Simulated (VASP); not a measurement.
Crystal: SnSe2.

```xyz
3
Lattice="3.8408 0.0000 0.0000 -1.9204 3.3263 0.0000 0.0000 0.0000 6.0073" Properties=species:S:1:pos:R:3 pbc="T T T"
Sn    0.0000    0.0000    0.0000
Se    0.0000    2.2175    1.5950
Se    1.9204    1.1088    4.4123
```

Program: VASP 6.6.1. Alike in all runs: task band structure; potentials or basis VASP PAW PBE potentials, release 64 (Sn_d, Se); no spin polarisation; cell as given; k mesh 6 × 6 × 3; cutoff (eV) 520; smearing gaussian 0.03 eV.

Problem. Order these runs on this cell by their band gap on the k mesh, lowest first.
A. level PBE-EpsX; further INCAR settings ALGO = Normal; EDIFF = 1e-07; exchange at q = 0 truncated; share of exact exchange 0.0725
B. level HSE06; screening parameter 0.2 1/A; further INCAR settings ALGO = Normal; EDIFF = 1e-07
C. level PBE0; further INCAR settings ALGO = Normal; EDIFF = 1e-07; exchange at q = 0 truncated
D. level PBE; further INCAR settings ALGO = Fast; EDIFF = 1e-07

Solution. D (0.51 eV), A (0.88 eV), B (1.18 eV), C (1.84 eV).

Caveats: spin-orbit coupling is left out, which moves the levels of the heavy elements.

A k mesh can miss the band edges.
